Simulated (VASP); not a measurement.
VASP input:

INCAR:
```
SYSTEM  =  PtAl2
PREC  =  Accurate; ENCUT  =  300; LREAL  =  F
LASPH  =  T
EDIFF  =  1E-6; NELM  =  100; ALGO  =  Normal
LMAXMIX  =  6
ISMEAR  =  -1; SIGMA  =  0.136
GGA  =  PE
ISIF  =  2
LWAVE  =  F; LCHARG  =  F
```

File POSCAR:
```
PtAl2
4.2726110
  0.0000000000   0.7071067317   0.7071067317
  0.7071067317   0.0000000000   0.7071067317
  0.7071067317   0.7071067317   0.0000000000
Al Pt
2 1
direct
  0.2500000000   0.2500000000   0.2500000000
  0.7500000000   0.7500000000   0.7500000000
  0.0000000000   0.0000000000   0.0000000000
```

### KPOINTS
```
Automatic
0
Gamma
13 13 13
```

POTCAR, in this order: Al Pt (PBE.64 set). Program: vasp_std.

Q: Translate this PBE calculation to Ansatz.

A: One equivalent input (not run):
Ansatz 0.2 input:
```yaml
crystal:
  lattice:
    - [0.0000000, 3.0211920, 3.0211920]
    - [3.0211920, 0.0000000, 3.0211920]
    - [3.0211920, 3.0211920, 0.0000000]
  atoms:
    - { symbol: Al, position: [0.2500000, 0.2500000, 0.2500000] }
    - { symbol: Al, position: [0.7500000, 0.7500000, 0.7500000] }
    - { symbol: Pt, position: [0.0000000, 0.0000000, 0.0000000] }
kpoints:
  mp_grid: { grid: [13, 13, 13] }
hamiltonian:
  xc: pbe
  pseudopotentials: { kind: paw }
scf:
  occupations: { method: fermi_dirac, width: 0.136 }
  max_iter: 100
output: { forces: true, stress: true, eigenvalues: true }
```
The two are equivalent in intent, not identical: each code has its own PAW files, so the cut-off isn't converted (ENCUT is set for VASP's; basis.ecutwfc is left out, and Ansatz then takes the one that its files recommend); Ansatz stops its SCF on the density residual and VASP on the energy change (EDIFF).

The structure is a typed PtAl2 crystal. The cell was not relaxed at this level.
